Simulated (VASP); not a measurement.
```yaml
crystal:
  lattice:
    - [2.05605, -3.56119, 0.00000]
    - [2.05605, 3.56119, 0.00000]
    - [0.00000, 0.00000, 5.16497]
  atoms:
    - { symbol: Se, position: [0.00000, 0.24615, 0.66667] }
    - { symbol: Se, position: [0.75385, 0.75385, 0.00000] }
    - { symbol: Se, position: [0.24615, 0.00000, 0.33333] }
```

The numbers are results of optB86b-vdW, VASP's PBE PAW potentials (set 64) (plane waves; VASP 6.6.1), not measurements. Numerical set-up: 520 eV cut-off, Gaussian smearing of 0.050 eV, potentials Se.

Question: Estimate the band gap (along the path) with the smallest direct gap where there is one.

Answer: 
- band gap (along the path): 0.46 eV
- smallest direct gap (along the path): 0.52 eV

Total energies compare only between runs with the same potentials, cut-off and functional.

The compound is Se in the trig structure. It was relaxed first, which changed the volume by -8 %.
